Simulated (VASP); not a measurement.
Output of a VASP run:

File OUTCAR:
```
 ion  position               nearest neighbor table
   1  0.000  0.000  0.000-   2 2.19   2 2.19   2 2.19   2 2.19   2 2.19   2 2.19
   2  0.333  0.667  0.500-   1 2.19   1 2.19   1 2.19   1 2.19   1 2.19   1 2.19
  LATTYP: Found a hexagonal cell.
 ALAT       =     2.9021215441
 C/A-ratio  =     0.9748447280
 Subroutine PRICEL returns:
 Original cell was already a primitive cell.
 Subroutine GETGRP returns: Found 12 space group operations
The static configuration has the point symmetry D_3h.
The dynamic configuration has the point symmetry D_3h.
 Subroutine INISYM returns: Found 12 space group operations
 Subroutine IBZKPT returns following result:
 Found    240 irreducible k-points:

 Following reciprocal coordinates:
            Coordinates               Weight
  0.000000  0.000000  0.000000      1.000000
  0.062500 -0.000000  0.000000      6.000000
  0.125000 -0.000000  0.000000      6.000000
  0.187500 -0.000000  0.000000      6.000000
  0.250000 -0.000000  0.000000      6.000000
  0.312500 -0.000000  0.000000      6.000000
  0.375000 -0.000000  0.000000      6.000000
  0.437500 -0.000000  0.000000      6.000000
  0.500000 -0.000000  0.000000      3.000000
  0.062500  0.062500  0.000000      6.000000
  0.125000  0.062500  0.000000     12.000000
  0.187500  0.062500  0.000000     12.000000
  0.250000  0.062500  0.000000     12.000000
  0.312500  0.062500  0.000000     12.000000
  0.375000  0.062500  0.000000     12.000000
  0.437500  0.062500  0.000000     12.000000
  0.125000  0.125000  0.000000      6.000000
  0.187500  0.125000  0.000000     12.000000
  0.250000  0.125000  0.000000     12.000000
  0.312500  0.125000  0.000000     12.000000
  0.375000  0.125000  0.000000     12.000000
  0.437500  0.125000  0.000000      6.000000
  0.187500  0.187500  0.000000      6.000000
  0.250000  0.187500  0.000000     12.000000
  0.312500  0.187500  0.000000     12.000000
  0.375000  0.187500  0.000000     12.000000
  0.250000  0.250000  0.000000      6.000000
  0.312500  0.250000  0.000000     12.000000
  0.375000  0.250000  0.000000      6.000000
  0.312500  0.312500  0.000000      6.000000
  0.000000  0.000000  0.071429      2.000000
  0.062500 -0.000000  0.071429     12.000000
  0.125000 -0.000000  0.071429     12.000000
  0.187500 -0.000000  0.071429     12.000000
  0.250000 -0.000000  0.071429     12.000000
  0.312500 -0.000000  0.071429     12.000000
  0.375000 -0.000000  0.071429     12.000000
  0.437500 -0.000000  0.071429     12.000000
  0.500000 -0.000000  0.071429      6.000000
  0.062500  0.062500  0.071429     12.000000
   k-points           NKPTS =    240   k-points in BZ     NKDIM =    240   number of bands    NBANDS=     13
   number of dos      NEDOS =    601   number of ions     NIONS =      2
   total plane-waves  NPLWV =  13824
   dimension x,y,z NGX =    24 NGY =   24 NGZ =   24
   dimension x,y,z NGXF=    48 NGYF=   48 NGZF=   48
   ions per type =               1   1
   PREC   = accura    normal or accurate (medium, high low for compatibility)
   ISTART =      0    job   : 0-new  1-cont  2-samecut
   ICHARG =      2    charge: 1-file 2-atom 10-const
   ISPIN  =      1    spin polarized calculation?
   LNONCOLLINEAR =      F non collinear calculations
   LSORBIT =      F    spin-orbit coupling
   INIWAV =      1    electr: 0-lowe 1-rand  2-diag
   ENCUT  =  520.0 eV  38.22 Ry    6.18 a.u.   5.40  5.40  5.26*2*pi/ulx,y,z
   NELM   =    100;   NELMIN=  2; NELMDL= -5     # of ELM steps
   EDIFF  = 0.1E-06   stopping-criterion for ELM
   LREAL  =      F    real-space projection
   NLSPLINE    = F    spline interpolate recip. space projectors
   LMAXMIX     =    6 max onsite mixed and CHGCAR
   VOSKOWN=      0    Vosko Wilk Nusair interpolation
   EDIFFG = 0.1E-05   stopping-criterion for IOM
   NSW    =      0    number of steps for IOM
   NBLOCK =      1;   KBLOCK =      1    inner block; outer block
...
```

OSZICAR:
```
       N       E                     dE             d eps       ncg     rms          rms(c)
DAV:   1     0.111019253258E+03    0.11102E+03   -0.98511E+03  6240   0.154E+03
DAV:   2    -0.228813239548E+02   -0.13390E+03   -0.13098E+03  7135   0.384E+02
DAV:   3    -0.267709853823E+02   -0.38897E+01   -0.38582E+01  7701   0.611E+01
DAV:   4    -0.268080665930E+02   -0.37081E-01   -0.37024E-01  6790   0.630E+00
DAV:   5    -0.268083724119E+02   -0.30582E-03   -0.30433E-03  7455   0.588E-01    0.335E+01
DAV:   6    -0.240078647230E+02    0.28005E+01   -0.87466E+00  7088   0.307E+01    0.934E+00
DAV:   7    -0.239326155124E+02    0.75249E-01   -0.36957E-01  6500   0.549E+00    0.628E+00
DAV:   8    -0.239010570327E+02    0.31558E-01   -0.68425E-02  6920   0.239E+00    0.751E-01
DAV:   9    -0.239003075017E+02    0.74953E-03   -0.31779E-03  6783   0.453E-01    0.143E-01
DAV:  10    -0.239001634460E+02    0.14406E-03   -0.26509E-04  7275   0.226E-01    0.569E-02
DAV:  11    -0.239001679967E+02   -0.45507E-05   -0.16134E-05  6840   0.398E-02    0.972E-03
DAV:  12    -0.239001669095E+02    0.10872E-05   -0.35090E-06  6795   0.166E-02    0.245E-03
DAV:  13    -0.239001669262E+02   -0.16685E-07   -0.71544E-08  3770   0.291E-03
   1 F= -.23900167E+02 E0= -.23900167E+02  d E =0.000000E+00
```

File OUTCAR:
```
------------------------ aborting loop because EDIFF is reached ----------------------------------------
  FORCE on cell =-STRESS in cart. coord.  units (eV):
  Direction    XX          YY          ZZ          XY          YZ          ZX
  --------------------------------------------------------------------------------------
  Total       -0.0155794     -0.0155794      0.0785151      0.0000000      0.0000000     -0.0000000
  in kB       -1.2096207     -1.2096208      6.0960835      0.0000000      0.0000000     -0.0000000
  external PRESSURE =       1.2256140 kB  Pullay stress =       0.0000000 kB
  volume of cell :       20.64
      direct lattice vectors                 reciprocal lattice vectors
     1.451060740 -2.513311001  0.000000000     0.344575514 -0.198940760  0.000000000
     1.451060740  2.513311001  0.000000000     0.344575514  0.198940760  0.000000000
     0.000000000  0.000000000  2.829117887     0.000000000  0.000000000  0.353467066
 POSITION                                       TOTAL-FORCE (eV/Angst)
 -----------------------------------------------------------------------------------
      0.00000      0.00000      0.00000         0.000000     -0.000000      0.000000
      1.45106      0.83777      1.41456        -0.000000      0.000000      0.000000
 -----------------------------------------------------------------------------------
    total drift:                               -0.000000     -0.000378      0.000000
  FREE ENERGIE OF THE ION-ELECTRON SYSTEM (eV)
  ---------------------------------------------------
  free  energy   TOTEN  =       -23.9001669262 eV

  energy  without entropy=      -23.9001669262  energy(sigma->0) =      -23.90016693

 total charge

# of ion       s       p       d       tot
------------------------------------------
    1        2.353   6.433   3.427  12.213
    2        0.848   1.568   0.000   2.417
--------------------------------------------------
tot          3.201   8.002   3.427  14.630
```
(Selected blocks of OUTCAR.)

File POSCAR:
```
WC
1
    1.4510607398    -2.5133110007     0.0000000000
    1.4510607398     2.5133110007    -0.0000000000
    0.0000000000    -0.0000000000     2.8291178872
W C
1 1
Direct
  0.0000000000   0.0000000000   0.0000000000
  0.3333330000   0.6666670000   0.5000000000
```

### Question
Reconstruct the remaining input files.

### Answer
Several could match; the one computed here: the input of the run itself, PBEsol GGA, plane waves, VASP's PBE PAW potentials (set 64).

**INCAR**
```
# general
SYSTEM   =  WC
PREC     =  Accurate
ENCUT    =  520
LREAL    =  .FALSE.   # projection in real space or not
LASPH    =  .TRUE.

# electronic loop
EDIFF    =  1E-7   # SCF stop (eV)
NELM     =  100
ALGO     =  Normal
LMAXMIX  =  6   # l cut-off of mixed one-centre charges

# smearing
ISMEAR   =  -5   # tetrahedra, Bloechl

# functional
GGA      =  PS

# ions
ISIF     =  2   # forces and stress, cell fixed

# output
LWAVE    =  .FALSE.
LCHARG   =  .TRUE.
LORBIT   =  11   # lm-projected
NEDOS    =  601   # DOS grid
```

File KPOINTS:
```
Automatic mesh
0
Gamma
16 16 14
0 0 0
```

POTCAR, in this order: W_sv C (PBE.64 set). Program: vasp_std.

For a metal the tetrahedron method with Blöchl corrections gives inexact stress and forces.

The compound is WC in the wc structure. It was relaxed first.
